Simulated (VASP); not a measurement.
A convergence study with VASP on Sb (a7): one setting is varied, all else stays as given below, so the limit is that of these other settings.

```
CELL_PARAMETERS angstrom
      3.95734    -2.15500     0.00000
      3.95734     2.15500     0.00000
      2.78382     0.00000     3.54329
ATOMIC_POSITIONS crystal
  Sb 0.23350 0.23350 0.23350
  Sb 0.76650 0.76650 0.76650
```

Computed with PBE GGA, VASP's PBE PAW potentials (set 64) (plane waves; VASP). The tightest run used: 550 eV cut-off, 16×16×16 Monkhorst-Pack mesh, first-order Methfessel-Paxton smearing of 0.10 eV, potentials Sb.

```json
[
 {"setting": "1×1×1 mesh", "E (eV/atom)": "0.2718", "pressure (GPa)": "47.08", "largest force (eV/Å)": "2.836", "irreducible k-points": "1"},
 {"setting": "2×2×2 mesh", "E (eV/atom)": "-4.3181", "pressure (GPa)": "4.20", "largest force (eV/Å)": "0.508", "irreducible k-points": "2"},
 {"setting": "3×3×3 mesh", "E (eV/atom)": "-4.1803", "pressure (GPa)": "3.51", "largest force (eV/Å)": "0.092", "irreducible k-points": "6"},
 {"setting": "4×4×4 mesh", "E (eV/atom)": "-4.1322", "pressure (GPa)": "2.75", "largest force (eV/Å)": "0.065", "irreducible k-points": "10"},
 {"setting": "5×5×5 mesh", "E (eV/atom)": "-4.1461", "pressure (GPa)": "2.65", "largest force (eV/Å)": "0.072", "irreducible k-points": "19"},
 {"setting": "6×6×6 mesh", "E (eV/atom)": "-4.1377", "pressure (GPa)": "2.63", "largest force (eV/Å)": "0.163", "irreducible k-points": "28"}
]
```

Task: These are the cheaper rows. Estimate the results at 16×16×16 mesh, and how far the last row shown lies from them.

Result: 
```tsv
quantity	tightest run	last row shown is off by
E (eV/atom)	-4.1240	-0.0136
pressure (GPa)	2.76	-0.13
largest force (eV/Å)	0.245	-0.083
```

Left out are rungs that failed or repeat a setting and relaxations that didn't move; long series are thinned to 24 rows.

The compound is Sb in the a7 structure. The cell was not relaxed at this level, forces remain on its atoms.
